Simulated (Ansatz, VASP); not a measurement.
**MgS: VASP beside Ansatz**

One calculation is typed for both programs; each brings its own data sets. How far apart do they land? Of the first pair: The structure shown is the start of the Ansatz relaxation below; VASP solves that cell, so the two are compared at the walk's first step.

Program: Ansatz 0.2.0. Level of theory: plane waves, with VASP 6.6.1 beside it; single point at PBE. Results are calculated unless marked as measured.

### 1. Starting point

The cell holds 4 atoms: 2 S and 2 Mg. Its edges and angles: a = 3.835 Å, b = 3.835 Å, c = 28.785 Å, α = 90.0°, β = 90.0°, γ = 90.0°. Vacuum lies along c. The height across the vacuum is the one that the program set for its solve, not the one typed.

### 2. Ansatz: relaxation, PBE

Ansatz runs on its default PAW (the set named soft_2) files.

The two programs are compared at the cell with which this relaxation starts, whose forces are those of its first step.

The input, input.yaml:

```yaml
crystal:
  lattice:
    - [3.83513095, 0.0, 0.0]
    - [0.0, 3.83513095, 0.0]
    - [0.0, 0.0, 18.35510495]
  atoms:
    - { symbol: S, position: [0.0, 0.0, 0.56790321] }
    - { symbol: S, position: [0.5, 0.5, 0.43209679] }
    - { symbol: Mg, position: [0.5, 0.0, 0.5] }
    - { symbol: Mg, position: [0.0, 0.5, 0.5] }
  periodic: [true, true, false]
kpoints:
  mp_grid: { grid: [7, 7, 1] }
scf:
  occupations: { method: fermi_dirac, width: 0.05 }
hamiltonian:
  xc: pbe
  pseudopotentials: { kind: paw }
output:
  forces: true
  stress: true
relax:
  f_tol: 0.02
  max_steps: 50
  cell: {}
```

Run with:

```bash
> ansatz run input.yaml --threads 4 --pin off --max-ram 8192MiB --backend cpu --events-out ev --progress --plain --runs-dir out
```

Numbers of over 12 decimals in the logs are rounded to 6 here.

The program printed:

```text
Warning: crystal.periodic: the lattice vector that does not repeat stood 0.000° off the slab's normal, 18.355 Å along it as the deck builds it. The run solves the slab on a vector along the normal, 28.785 Å long, with every atom where it was (on the deck's vector they left 15.86 Å outside them, and the widest stretch free of ions among them is 1.25 Å). A fractional position that the run reports is one of the run's ce [...]
crystal.periodic: the lattice vector that does not repeat stood 0.000° off the slab's normal, 18.355 Å along it as the deck builds it. The run solves the slab on a vector along the normal, 28.785 Å long, with every atom where it was (on the deck's vector they left 15.86 Å outside them, and the widest stretch free of ions among them is 1.25 Å). A fractional position that the run reports is one of the run's cell, which [...]
Engine: ansatz 0.2.0, x86_64-unknown-linux-gnu
Pseudopotentials: kind: paw
Pseudopotential: S, paw, valence charge 6, recommended cutoff 420 eV (normal), S.paw.azcp
Pseudopotential: Mg, paw, valence charge 10, recommended cutoff 420 eV (normal), Mg.paw.azcp
Functional definition: PBE
  parameter kappa = 0.804
  parameter beta = 0.066725
  exchange = pbe_x(kappa = kappa, mu = beta*pi^2/3)
  correlation = pbe_c(beta = beta)
Crystal: 4 atoms, lattice volume = 423.383 Å³
Basis set: ecut = 420 eV, 8297 PW (Γ), exchange–correlation on 54×54×400 points (8 copies of the dense FFT grid, shifted against one another)
Bands: 20, of which v1, the nominal top of the filled ones, is band 16 counted from 1 (15 counted from 0)
Symmetry: 16 space group operations
Space group: P4/nmm (ITA 129), of the structure as read, at distance tolerance 7.5e-5 Å
k-points: 10 of 49
Non-local potential: S, projectors of the file, l = 0: 2, l = 1: 2, l = 2: 2
Non-local potential: Mg, projectors of the file, l = 0: 3, l = 1: 2, l = 2: 1
PAW form: soft (Blöchl's): semilocal exchange-correlation on the pseudo side does not see the compensation charge
PAW one-centre angular grid: S, 110 points (default); XC on 64 Gauss nodes
PAW one-centre angular grid: Mg, 110 points (default); XC on 64 Gauss nodes
Initial density: superposition of atomic densities (neutral atoms: chi_scale 0, normalization atom), corrected by the library's trained network
Initial wavefunctions: pseudopotential atomic-orbital guess
Functional: x = pbe(κ = 0.804, μ = 0.219515), c = pbe(β = 0.066725)
SCF iter   1: F=—  HF=-5655.194621 eV  |F-HF|=—  |Δ(HF+E_count)|=         —  Δρ=7.66e-4  dr2=1.18e-2  ethr=1.77e-3  ⟨swp⟩=14.8  Hψ=1706  notcnv=0
preconditioner: auto → Resta (q_TF=auto, 1.774 Å⁻¹)  ε∞=1.5  [insulator: Δε(μ)=4.752 eV  Ē_g=10.411 eV  σ=0.050 eV  W_gap=1.00  n_scr=44 (ndim 8)  ℏωp=7.2 eV  f_vac=0.792  D(μ)=0.00/eV (n_scr^D=0)  ε∞_Penn≈1.5  vacuum switching on, ρ_ref=7.9e-3 e/Å³]
[...]
SCF iter   4: F=-5656.691455 eV  HF=-5656.691455 eV  |F-HF|=7.08e-9  |Δ(HF+E_count)|=   7.39e-8  Δρ=2.43e-6  dr2=4.11e-8  ethr=1.87e-10  ⟨swp⟩=5.4  Hψ=997  notcnv=0
SCF 6 converged in 4 iterations: F = -5656.691455 eV  dr2 = 4.11e-8
relax step   6: F+E_penalty+E_count = -5656.69145542 eV  Δ(F+E_penalty+E_count) = -1.818e-4 eV  max|allowed force component| = 1.834e-3 eV/Å  Δτ_max = 0.0056 Å  P = +0.000 N/m  Ω = 562.209 Å³  energy of the carried Pulay correction = -1.016e-3 eV  fix = [c, alpha, beta]  reactions: c +0.000 N/m  (4 SCF iters, dr2 threshold 5.97e-8 eV, accepted)
[...]
relax step   7: F+E_penalty+E_count = -5656.70321251 eV  Δ(F+E_penalty+E_count) = -1.176e-2 eV  max|allowed force component| = 1.541e-3 eV/Å  Δτ_max = 0.0000 Å  P = +0.139 N/m  Ω = 562.209 Å³  fix = [c, alpha, beta]  reactions: c +0.000 N/m  stress off target by 1.39e-1 N/m on what of the cell is left free  SCF on the basis re-selected at this cell (its energy is not comparable with the rows above)  (6 SCF iters)
[...]
relax step   8: F+E_penalty+E_count = -5656.70379567 eV  Δ(F+E_penalty+E_count) = -5.832e-4 eV  max|allowed force component| = 1.110e-3 eV/Å  Δτ_max = 0.0088 Å  P = +0.021 N/m  Ω = 565.687 Å³  energy of the carried Pulay correction = -1.402e-5 eV  fix = [c, alpha, beta]  reactions: c +0.000 N/m  (5 SCF iters, dr2 threshold 3.08e-8 eV, accepted)
[...]
relax step   9: F+E_penalty+E_count = -5656.70380786 eV  Δ(F+E_penalty+E_count) = -1.219e-5 eV  max|allowed force component| = 1.084e-3 eV/Å  Δτ_max = 0.0000 Å  P = +0.021 N/m  Ω = 565.687 Å³  fix = [c, alpha, beta]  reactions: c +0.000 N/m  stress off target by 2.10e-2 N/m on what of the cell is left free  SCF on the basis re-selected at this cell (its energy is not comparable with the rows above)  (5 SCF iters)
basis re-selected at this cell: Δ(F+E_penalty+E_count) = -1.219e-5 eV, ΔP = -0.000 N/m vs the last step (what re-selecting the basis moved, of the pressure what is left beyond the Pulay correction that the steps carried, after the strain that the cell walked since its last selection, with what the two solves' SCF thresholds leave and, on support functions, any second-order correction that the steps lacked; it is no m [...]
SCF converged after 5 iterations
Free energy (F): -5656.703808 eV
Harris-Foulkes:  -5656.703808 eV  (|F-HF|=1.48e-7)
Internal energy: -5656.703808 eV  (E = F + TS)
E sigma→0 (E₀):  -5656.703808 eV
Fermi energy:    -4.816519 eV
--- Per-component energies (eV) ---
  E_band       = -1062.435178
  E_kinetic    = 366.860972
  E_local      = -32964.608360  (includes V_loc(G=0)·N_el)
  E_nonlocal   = 247.254040
  E_hartree    = 15802.591231
  E_xc         = -253.501301
  E_vxc        = -251.230510  (∫ρ·V_xc dr)
  E_paw        = -1785.475336  (= ΣΔE_a)
  E_vpaw       = -65.893861  (= ΣTr[D̂ρ^β])
  E_aug_tail   = -0.000003  (compensation charges beyond the density's cutoff)
  E_ewald      = 12930.174949
  E_smearing   = -0.000000  (= −TS)
  E_closure    = -0.000000  (closes the sum)
  Σ components = -5656.703808   (vs F -5656.703808, Δ=0.00e0)
--- Forces (eV/Å), atoms counted from 1 ---
  atom   1  S      0.00000000     0.00000000    -0.00108402
  atom   2  S      0.00000000     0.00000000     0.00108402
  atom   3  Mg     0.00000000     0.00000000    -0.00000000
  atom   4  Mg     0.00000000     0.00000000    -0.00000000
  max |Σ_I F_I| component: 4.14e-17 eV/Å
--- 2D stress c σ (N/m, compression-positive) ---
        0.021020       0.000000       0.000000
        0.000000       0.021020       0.000000
        0.000000       0.000000       0.000000
  P = ½ c Tr σ = 0.0210 N/m
--- Relaxed structure (7 steps of the walk, 7 accepted, 2 SCFs on fresh bases) ---
  F+E_penalty+E_count = -5656.70380786 eV   max|allowed force component| = 1.084e-3 eV/Å   (the final SCF, on the basis selected at the relaxed cell)
  cell:  # Å, volume = 565.6868 Å³
    - [4.433036, 0, 0.0]
    - [0, 4.433036, 0.0]
    - [0.0, 0.0, 28.785482]
  atoms:
    - { symbol: S, position: [0, 0, 0.357519] }
    - { symbol: S, position: [0.5, 0.5, 0.280132] }
    - { symbol: Mg, position: [0.5, 0, 0.318826] }
    - { symbol: Mg, position: [0, 0.5, 0.318826] }
```

In the SCF lines HF is the Harris–Foulkes energy and dr2 the Hartree energy of the density residual, in eV; the loop may stop once dr2 is under the threshold and the program's other checks hold. Hψ counts applications of the Hamiltonian.

### 3. VASP: single point, PBE, start cell, pair 1

The same cell, functional, mesh and smearing now go to VASP, with its own data sets.

Lines of VASP's logs that name or quote its potential files are left out, and so is its time.

The input, INCAR:

```
SYSTEM = MgS
PREC = Accurate
ENCUT = 520
EDIFF = 1E-06
NELM = 120
ISMEAR = -1
SIGMA = 0.05
LREAL = .FALSE.
ALGO = Normal
GGA = PE
NBANDS = 14
LORBIT = 11
LWAVE = .FALSE.
LCHARG = .FALSE.
ISIF = 2
LDIPOL = .TRUE.
IDIPOL = 3
DIPOL = 0.5 0.5 0.319
LVHAR = .TRUE.
LASPH = .TRUE.
GGA_COMPAT = .FALSE.
EFERMI = MIDGAP
NELMDL = -8
```

The input, POSCAR:

```
MgS
1.0
    3.8351310000      0.0000000000      0.0000000000
    0.0000000000      3.8351310000      0.0000000000
    0.0000000000      0.0000000000     28.7854820000
S Mg
2 2
Direct
    0.0000000000      0.0000000000      0.3621243167
    0.4999998696      0.4999998696      0.2755271564
    0.4999998696      0.0000000000      0.3188257192
    0.0000000000      0.4999998696      0.3188257192
```

The input, KPOINTS:

```
Automatic mesh
0
Gamma
7 7 1
0 0 0
```

Potentials, in the order of the species: S and Mg (PBE family, release 64).

Run with:

```bash
> mpirun -np 1 vasp_std
```

The program printed:

```text
[banner, memory and clock lines left out]
running    1 mpi-ranks, on    1 nodes
 distrk:  each k-point on    1 cores,    1 groups
 distr:  one band on    1 cores,    1 groups

 POSCAR found type information on POSCAR S Mg
 POSCAR found :  2 types and       4 ions
 LDA part: xc-table for (Slater+PW92), standard interpolation
 POSCAR, INCAR and KPOINTS ok, starting setup
 FFT: planning ... GRIDC
 FFT: planning ... GRID_SOFT
 FFT: planning ... GRID
 WAVECAR not read
 entering main loop
       N       E                     dE             d eps       ncg     rms          rms(c)
DAV:   1     0.125653585379E+03    0.12565E+03   -0.44328E+03   280   0.746E+02
DAV:   2     0.522083370637E+01   -0.12043E+03   -0.11111E+03   510   0.141E+02
DAV:   3    -0.151180710990E+02   -0.20339E+02   -0.20206E+02   376   0.697E+01
DAV:   4    -0.158961443701E+02   -0.77807E+00   -0.77683E+00   394   0.169E+01
DAV:   5    -0.159137320120E+02   -0.17588E-01   -0.17581E-01   398   0.264E+00
DAV:   6    -0.159143853941E+02   -0.65338E-03   -0.65329E-03   388   0.547E-01
DAV:   7    -0.159144204995E+02   -0.35105E-04   -0.35105E-04   400   0.123E-01
DAV:   8    -0.159144221213E+02   -0.16219E-05   -0.16218E-05   378   0.253E-02    0.889E+00
DAV:   9    -0.148778059165E+02    0.10366E+01   -0.16677E+00   346   0.652E+00    0.592E+00
DAV:  10    -0.147305521108E+02    0.14725E+00   -0.10661E+00   382   0.527E+00    0.312E+00
DAV:  11    -0.147288207269E+02    0.17314E-02   -0.75882E-02   376   0.162E+00    0.106E+00
DAV:  12    -0.147249698502E+02    0.38509E-02   -0.15336E-02   346   0.763E-01    0.686E-01
DAV:  13    -0.147252702296E+02   -0.30038E-03   -0.13949E-03   382   0.257E-01    0.981E-01
DAV:  14    -0.147249234553E+02    0.34677E-03   -0.42979E-03   364   0.408E-01    0.366E-01
[...]
DAV:  23    -0.147258913798E+02   -0.15500E-04   -0.25479E-06   364   0.932E-03    0.987E-03
DAV:  24    -0.147259196312E+02   -0.28251E-04   -0.18108E-06   316   0.764E-03    0.113E-02
DAV:  25    -0.147259294721E+02   -0.98409E-05   -0.32956E-07   290   0.348E-03    0.250E-03
DAV:  26    -0.147259363665E+02   -0.68944E-05   -0.19093E-07   260   0.235E-03    0.332E-03
DAV:  27    -0.147259424807E+02   -0.61142E-05   -0.16902E-07   266   0.162E-03    0.563E-04
DAV:  28    -0.147259434922E+02   -0.10115E-05   -0.24182E-08   296   0.701E-04    0.496E-04
DAV:  29    -0.147259447978E+02   -0.13056E-05   -0.16328E-08   254   0.486E-04    0.920E-04
DAV:  30    -0.147259452797E+02   -0.48195E-06   -0.77210E-09   266   0.338E-04
   1 F= -.14725945E+02 E0= -.14725945E+02  d E =-.297389E-21
```

OUTCAR, selected parts (step 3):

```text
ion  position               nearest neighbor table
   1  0.000  0.000  0.362-   3 2.29   4 2.29   4 2.29   3 2.29
   2  0.500  0.500  0.276-   3 2.29   4 2.29   4 2.29   3 2.29
   3  0.500  0.000  0.319-   2 2.29   1 2.29   2 2.29   1 2.29   4 2.71   4 2.71   4 2.71   4 2.71

  LATTYP: Found a simple tetragonal cell.
 ALAT       =     3.8351310000
 C/A-ratio  =     7.5057363099

 Subroutine GETGRP returns: Found 16 space group operations
 (whereof  8 operations were pure point group operations)

The static configuration has the point symmetry C_4v.
 The point group associated with its full space group is D_4h.

 Found     10 irreducible k-points:

   k-points           NKPTS =     10   k-points in BZ     NKDIM =     10   number of bands    NBANDS=     14

   dimension x,y,z NGX =    30 NGY =   30 NGZ =  216
   dimension x,y,z NGXF=    60 NGYF=   60 NGZF=  432

   ENCUT  =  520.0 eV  38.22 Ry    6.18 a.u.   7.13  7.13 53.52*2*pi/ulx,y,z

   NELECT =      16.0000    total number of electrons

 k-points in reciprocal lattice and weights: Automatic mesh
   0.00000000  0.00000000  0.00000000       0.020
   0.14285714  0.00000000  0.00000000       0.082
   0.28571429  0.00000000  0.00000000       0.082
   0.42857143  0.00000000  0.00000000       0.082
   0.14285714  0.14285714  0.00000000       0.082
   0.28571429  0.14285714  0.00000000       0.163
   0.42857143  0.14285714  0.00000000       0.163
   0.28571429  0.28571429  0.00000000       0.082
   0.42857143  0.28571429  0.00000000       0.163
   0.42857143  0.42857143  0.00000000       0.082

 dipolmoment           0.000000      0.000000      0.000004 electrons x Angstroem

 average (electrostatic) potential at core
       1 -94.6174       2 -94.6175       3 -44.6418       4 -44.6418

 E-fermi :  -3.2356

 k-point     1 :       0.0000    0.0000    0.0000
  band No.  band energies     occupation
    ...
      4      -7.0335      2.00000
      5      -7.0335      2.00000
      6      -6.3169      2.00000
      7      -5.7366      2.00000
      8      -5.7366      2.00000
      9      -0.8498      0.00000
     10      -0.5435      0.00000
     11       0.7213      0.00000
     12       1.2200      0.00000
     13       1.5460      0.00000
    ...

 k-point     2 :       0.1429    0.0000    0.0000
  band No.  band energies     occupation
    ...
      4      -7.6670      2.00000
      5      -6.9443      2.00000
      6      -6.0924      2.00000
      7      -5.9820      2.00000
      8      -5.7527      2.00000
      9      -0.5718      0.00000
     10      -0.0566      0.00000
     11       1.2153      0.00000
     12       1.3248      0.00000
     13       1.7528      0.00000
    ...

 k-point     3 :       0.2857    0.0000    0.0000
  band No.  band energies     occupation
    ...
      4      -8.1375      2.00000
      5      -6.6980      2.00000
      6      -6.4027      2.00000
      7      -5.8347      2.00000
      8      -5.7881      2.00000
      9      -0.0311      0.00000
     10       0.8205      0.00000
     11       1.4086      0.00000
     12       2.0696      0.00000
     13       2.4463      0.00000
    ...

  Total       12.7915839     12.7915839      5.6704846      0.0000000      0.0000000      0.0000000
  in kB       48.4062003     48.4062003     21.4583759      0.0000000      0.0000000      0.0000000
  external PRESSURE =      39.4235922 kB  Pullay stress =       0.0000000 kB

  energy-cutoff  :      520.00
  volume of cell :      423.38
      direct lattice vectors                 reciprocal lattice vectors
     3.835131000  0.000000000  0.000000000     0.260747286  0.000000000  0.000000000
     0.000000000  3.835131000  0.000000000     0.000000000  0.260747286  0.000000000
     0.000000000  0.000000000 28.785482000     0.000000000  0.000000000  0.034739734

 POSITION                                       TOTAL-FORCE (eV/Angst)
 -----------------------------------------------------------------------------------
      0.00000      0.00000     10.42392         0.000000      0.000000      2.281768
      1.91756      1.91756      7.93118         0.000000     -0.000000     -2.281768
      1.91756      0.00000      9.17755         0.000000      0.000000      0.000000
      0.00000      1.91756      9.17755         0.000000     -0.000000      0.000000
 -----------------------------------------------------------------------------------
    total drift:                                0.000276      0.000276     -0.000232

  FREE ENERGIE OF THE ION-ELECTRON SYSTEM (eV)
  ---------------------------------------------------
  free  energy   TOTEN  =       -14.7259452797 eV

  energy  without entropy=      -14.7259452797  energy(sigma->0) =      -14.72594528

 vacuum level on the upper side and lower side of the slab         1.643         1.643

 total charge
# of ion       s       p       d       tot
------------------------------------------
    1        1.329   2.564   0.000   3.893
    2        1.329   2.564   0.000   3.893
    3        0.207   0.233   0.076   0.516
    4        0.207   0.233   0.076   0.516
--------------------------------------------------
tot          3.072   5.595   0.151   8.818

[... 3 further parts left out ...]
```

(Continued in part 2 of 2.)

[Lines on the potential files, build, host, timing and source positions are cut from VASP's logs without a mark.]

[Logs are printed without paths, hosts, clocks, repeated set-up lines and the standing remarks that a program may print on its own settings, such as how far it seeks lower states.]

[Hosts, paths, dates, database ids (printed as entryN), source tags and the programs' standing remarks are cut or masked in the printed files.]
